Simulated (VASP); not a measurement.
Hf₂Zr₂C₄ (ordered alloy cell): computed properties

These are PBEsol GGA, VASP's PBE PAW potentials (set 64) (plane waves; VASP) values and carry that method's errors.

```json
{
  "space_group": "P4/mmm (123)",
  "cell": "a = b = 3.279 Å, c = 4.638 Å, α = β = γ = 90.00°",
  "volume_per_atom": "12.47 Å³/atom",
  "band gap (on the k-mesh)": "none (metal, semimetal or under 0.01 eV)",
  "density": "9.78 g/cm³"
}
```

```xyz
8
Lattice="4.6373 0.0000 0.0000 0.0000 4.6373 0.0000 0.0000 0.0000 4.6379" Properties=species:S:1:pos:R:3 pbc="T T T"
Zr     0.0000     0.0000     0.0000
Zr     2.3186     2.3186     0.0000
C      2.3186     2.3186     2.3190
C      0.0000     0.0000     2.3190
C      0.0000     2.3186     0.0000
C      2.3186     0.0000     0.0000
Hf     2.3186     0.0000     2.3190
Hf     0.0000     2.3186     2.3190
```

Unless said otherwise, spin-orbit coupling is left out, though it shifts the bands of the heavy elements here.

The structure was generated: Hf2Zr2C4 was put into an ordered model structure (P4/mmm), which need not be its known phase. It was relaxed first. Symmetry was kept, so distortions that lower it aren't found.
